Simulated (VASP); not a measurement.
An input for Ansatz (written as the equivalent of a VASP run, and not itself run):

Ansatz 0.2 input:
```yaml
crystal:
  lattice:
    - [-1.3887060, 1.3887060, 1.3887060]
    - [1.3887060, -1.3887060, 1.3887060]
    - [1.3887060, 1.3887060, -1.3887060]
  atoms:
    - { symbol: V, position: [0.0000000, 0.0000000, 0.0000000] }
kpoints:
  mp_grid: { grid: [18, 18, 18] }
hamiltonian:
  xc: lda
  pseudopotentials: { kind: paw }
scf:
  occupations: { method: methfessel_paxton, width: 0.1 }
  max_iter: 100
relax:
  max_steps: 40
  f_tol: 0.02
  cell: { p_target: 45 }
output: { forces: true, stress: true, eigenvalues: true }
```

Problem. Write the VASP files for the same calculation (LDA).

Solution. This is not unique; one that fits is 
**POSCAR**
```
V
1.0
 -1.3887060328   1.3887060328   1.3887060328
  1.3887060328  -1.3887060328   1.3887060328
  1.3887060328   1.3887060328  -1.3887060328
V
1
Cart
  0.0000000000   0.0000000000   0.0000000000
```

**INCAR**
```
PREC = Accurate
EDIFFG = -0.02   ! ionic stop
NSW = 40   ! most ionic steps
ENCUT = 500   ! plane-wave cut-off (eV)
SYSTEM = V
LREAL = .False.   ! projection in real space or not
LASPH = .True.   ! aspherical one-centre terms
EDIFF = 1E-6   ! SCF stop (eV)
ALGO = Normal   ! blocked Davidson
SIGMA = 0.1
IBRION = 2   ! conjugate gradients
PSTRESS = 450   ! kbar
LWAVE = .False.
LMAXMIX = 4   ! l cut-off of mixed one-centre charges
LCHARG = .False.
ISIF = 3   ! ions, shape and volume
NELM = 100   ! most electronic steps
ISMEAR = 1
```

**KPOINTS**
```
Automatic mesh
0
Gamma
18 18 18
0 0 0
```

POTCAR, in this order: V_sv (LDA.64 set). Program: vasp_std.

Limits of the translation: each code has its own PAW files, so the cut-off isn't converted (ENCUT is set for VASP's; basis.ecutwfc is left out, and Ansatz then takes the one that its files recommend); Ansatz stops its SCF on the density residual and VASP on the energy change (EDIFF); Ansatz's lda is the Perdew-Wang form, while the LDA potentials of VASP carry Perdew-Zunger's.

The compound is V in the bcc structure. It was relaxed first under an external pressure of 45 GPa.
